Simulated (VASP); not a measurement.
Output of a VASP run:

### OUTCAR
```
 ion  position               nearest neighbor table
   1  0.665  0.665  0.000-   2 2.55   3 2.57   3 2.57   3 2.57   3 2.57   3 2.59   2 2.59   2 2.59
                             2 2.59   2 2.59
   2  0.335  0.335  0.000-   1 2.55   3 2.57   3 2.57   3 2.57   3 2.57   3 2.59   1 2.59   1 2.59
                             1 2.59   1 2.59
   3  0.000  0.000  0.000-   1 2.57   1 2.57   1 2.57   2 2.57   1 2.57   2 2.57   2 2.57   2 2.57
                             1 2.59   2 2.59
  LATTYP: Found a body centered tetragonal cell.
 ALAT       =     3.1579980000
 C/A-ratio  =     2.4454828660
 Subroutine PRICEL returns:
 Original cell was already a primitive cell.
 Subroutine GETGRP returns: Found 16 space group operations
The static configuration has the point symmetry D_4h.
The dynamic configuration has the point symmetry D_4h.
 Subroutine INISYM returns: Found 16 space group operations
 Subroutine IBZKPT returns following result:
 Found    288 irreducible k-points:

 Following reciprocal coordinates:
            Coordinates               Weight
  0.000000  0.000000  0.000000      1.000000
  0.066667  0.000000 -0.000000      8.000000
  0.133333 -0.000000  0.000000      8.000000
  0.200000  0.000000  0.000000      8.000000
  0.266667 -0.000000  0.000000      8.000000
  0.333333  0.000000 -0.000000      8.000000
  0.400000  0.000000  0.000000      8.000000
  0.466667 -0.000000  0.000000      8.000000
  0.066667  0.066667 -0.000000      8.000000
  0.133333  0.066667  0.000000     16.000000
  0.200000  0.066667  0.000000     16.000000
  0.266667  0.066667  0.000000     16.000000
  0.333333  0.066667  0.000000     16.000000
  0.400000  0.066667  0.000000     16.000000
  0.466667  0.066667 -0.000000     16.000000
 -0.466667  0.066667 -0.000000     16.000000
 -0.400000  0.066667  0.000000     16.000000
 -0.333333  0.066667  0.000000     16.000000
 -0.266667  0.066667  0.000000     16.000000
 -0.200000  0.066667 -0.000000     16.000000
 -0.133333  0.066667 -0.000000     16.000000
 -0.066667  0.066667  0.000000      4.000000
  0.133333  0.133333  0.000000      8.000000
  0.200000  0.133333 -0.000000     16.000000
  0.266667  0.133333  0.000000     16.000000
  0.333333  0.133333 -0.000000     16.000000
  0.400000  0.133333 -0.000000     16.000000
  0.466667  0.133333  0.000000     16.000000
 -0.466667  0.133333  0.000000     16.000000
 -0.400000  0.133333 -0.000000     16.000000
 -0.333333  0.133333  0.000000     16.000000
 -0.266667  0.133333 -0.000000     16.000000
 -0.200000  0.133333  0.000000     16.000000
 -0.133333  0.133333  0.000000      4.000000
  0.200000  0.200000  0.000000      8.000000
  0.266667  0.200000  0.000000     16.000000
  0.333333  0.200000 -0.000000     16.000000
  0.400000  0.200000 -0.000000     16.000000
  0.466667  0.200000 -0.000000     16.000000
 -0.466667  0.200000 -0.000000     16.000000
   k-points           NKPTS =    288   k-points in BZ     NKDIM =    288   number of bands    NBANDS=     15
   number of dos      NEDOS =    301   number of ions     NIONS =      3
   total plane-waves  NPLWV =  21952
   dimension x,y,z NGX =    28 NGY =   28 NGZ =   28
   dimension x,y,z NGXF=    56 NGYF=   56 NGZF=   56
   ions per type =               2   1
   PREC   = accura    normal or accurate (medium, high low for compatibility)
   ISTART =      0    job   : 0-new  1-cont  2-samecut
   ICHARG =      2    charge: 1-file 2-atom 10-const
   ISPIN  =      1    spin polarized calculation?
   LNONCOLLINEAR =      F non collinear calculations
   LSORBIT =      F    spin-orbit coupling
   INIWAV =      1    electr: 0-lowe 1-rand  2-diag
   ENCUT  =  300.0 eV  22.05 Ry    4.70 a.u.   6.30  6.30  6.30*2*pi/ulx,y,z
   NELM   =    100;   NELMIN=  2; NELMDL= -5     # of ELM steps
   EDIFF  = 0.1E-05   stopping-criterion for ELM
   LREAL  =      F    real-space projection
   NLSPLINE    = F    spline interpolate recip. space projectors
   LMAXMIX     =    4 max onsite mixed and CHGCAR
...
```

File OSZICAR:
```
       N       E                     dE             d eps       ncg     rms          rms(c)
DAV:   1     0.685738676186E+02    0.68574E+02   -0.86441E+03  9392   0.919E+02
DAV:   2    -0.226377249964E+02   -0.91212E+02   -0.89970E+02 11020   0.252E+02
DAV:   3    -0.240090404049E+02   -0.13713E+01   -0.13634E+01 11048   0.287E+01
DAV:   4    -0.240145050153E+02   -0.54646E-02   -0.54624E-02 10425   0.203E+00
DAV:   5    -0.240145487566E+02   -0.43741E-04   -0.43737E-04 11146   0.151E-01    0.233E+01
DAV:   6    -0.232890283974E+02    0.72552E+00   -0.65034E+00 10103   0.179E+01    0.561E+00
DAV:   7    -0.231835365902E+02    0.10549E+00   -0.88103E-01  9685   0.612E+00    0.490E+00
DAV:   8    -0.231508768386E+02    0.32660E-01   -0.10134E-01 10383   0.264E+00    0.452E-01
DAV:   9    -0.231502504740E+02    0.62636E-03   -0.17635E-03 10551   0.361E-01    0.235E-01
DAV:  10    -0.231502024184E+02    0.48056E-04   -0.51675E-04 10460   0.211E-01    0.521E-02
DAV:  11    -0.231501927936E+02    0.96248E-05   -0.15647E-04 10467   0.101E-01    0.306E-02
DAV:  12    -0.231501905121E+02    0.22816E-05   -0.22389E-05  9795   0.347E-02    0.563E-03
DAV:  13    -0.231501899478E+02    0.56431E-06   -0.70034E-07  5237   0.831E-03
   1 F= -.23150190E+02 E0= -.23149182E+02  d E =-.201506E-02
```

**OUTCAR**
```
------------------------ aborting loop because EDIFF is reached ----------------------------------------
  FORCE on cell =-STRESS in cart. coord.  units (eV):
  Direction    XX          YY          ZZ          XY          YZ          ZX
  --------------------------------------------------------------------------------------
  Total        2.9765029      2.9765029      3.4857965      0.0000000      0.0000000     -0.0000000
  in kB      123.8359430    123.8359430    145.0248525      0.0000000      0.0000000     -0.0000000
  external PRESSURE =     130.8989128 kB  Pullay stress =       0.0000000 kB
  volume of cell :       38.51
      direct lattice vectors                 reciprocal lattice vectors
    -1.578999000  1.578999000  3.861415000     0.000000000  0.316656312  0.129486212
     1.578999000 -1.578999000  3.861415000     0.316656312  0.000000000  0.129486212
     1.578999000  1.578999000 -3.861415000     0.316656312  0.316656312  0.000000000
 POSITION                                       TOTAL-FORCE (eV/Angst)
 -----------------------------------------------------------------------------------
      0.00000      0.00000      5.13568         0.000000      0.000000      0.131891
      0.00000      0.00000      2.58715        -0.000000     -0.000000     -0.131891
      0.00000      0.00000      0.00000        -0.000000     -0.000000      0.000000
 -----------------------------------------------------------------------------------
    total drift:                                0.000000      0.000000     -0.000000
  FREE ENERGIE OF THE ION-ELECTRON SYSTEM (eV)
  ---------------------------------------------------
  free  energy   TOTEN  =       -23.1501899478 eV

  energy  without entropy=      -23.1481748894  energy(sigma->0) =      -23.14918242
```
(Selected blocks of OUTCAR.)

**POSCAR**
```
MoSi2
1
   -1.5789990000     1.5789990000     3.8614150000
    1.5789990000    -1.5789990000     3.8614150000
    1.5789990000     1.5789990000    -3.8614150000
Si Mo
2 1
Direct
  0.6650000000   0.6650000000   0.0000000000
  0.3350000000   0.3350000000   0.0000000000
  0.0000000000   0.0000000000   0.0000000000
```

Task: Reconstruct the remaining input files.

Result: Several could match; the one computed here: the input of the run itself, PBE GGA, plane waves, VASP's PBE PAW potentials (set 64).

### INCAR
```
# general
SYSTEM  = MoSi2
PREC    = Accurate
ENCUT   = 300   # plane-wave cut-off (eV)
LREAL   = .FALSE.   # projection in real space or not
LASPH   = .TRUE.   # aspherical one-centre terms

# electronic loop
EDIFF   = 1E-6   # SCF stop (eV)
NELM    = 100   # most electronic steps
ALGO    = Normal
LMAXMIX = 4   # l cut-off of mixed one-centre charges

# smearing
ISMEAR  = -1   # Fermi-Dirac
SIGMA   = 0.05   # width (eV)

# functional
GGA     = PE   # PBE

# ions
ISIF    = 2   # forces and stress, cell fixed

# output
LWAVE   = .FALSE.
LCHARG  = .FALSE.
```

File KPOINTS:
```
Automatic mesh
0
Gamma
15 15 15
0 0 0
```

POTCAR, in this order: Si Mo_sv (PBE.64 set). Program: vasp_std.

At this cut-off the stress carries a Pulay error, which pulls relaxed volumes low.

The structure is a typed MoSi2 crystal. The cell was not relaxed at this level.
